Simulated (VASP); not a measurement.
Given:

```
ZrO2
1.0
    3.60244     0.00000     0.00000
    0.00000     3.60244     0.00000
    0.00000     0.00000     5.22256
Zr O
2 4
Direct
  0.00000   0.00000   0.00000
  0.50000   0.50000   0.50000
  0.00000   0.50000   0.30201
  0.00000   0.50000   0.80201
  0.50000   0.00000   0.19799
  0.50000   0.00000   0.69799
```

Method: r2SCAN meta-GGA, VASP's PBE PAW potentials (set 64) (plane waves; VASP). Settings: 520 eV cut-off, 7×7×5 Γ-centred mesh, tetrahedra with Blöchl corrections, potentials Zr_sv O.

The cores are frozen, which limits the accuracy of field gradients.

Give the principal components of the electric field gradient (V/Å²) and the asymmetry η at each nucleus.

```tsv
atom	Vxx	Vyy	Vzz	η
Zr1	-28.5	-28.5	57.0	0.00
Zr2	-28.5	-28.5	57.0	0.00
O3	-5.5	-4.4	9.8	0.11
O4	-5.5	-4.4	9.8	0.11
O5	-5.5	-4.4	9.8	0.11
O6	-5.5	-4.4	9.8	0.11
```

The structure comes from a computed database's ZrO2 entry (P4_2/nmc); how it stands against other phases isn't given here. It was relaxed first.
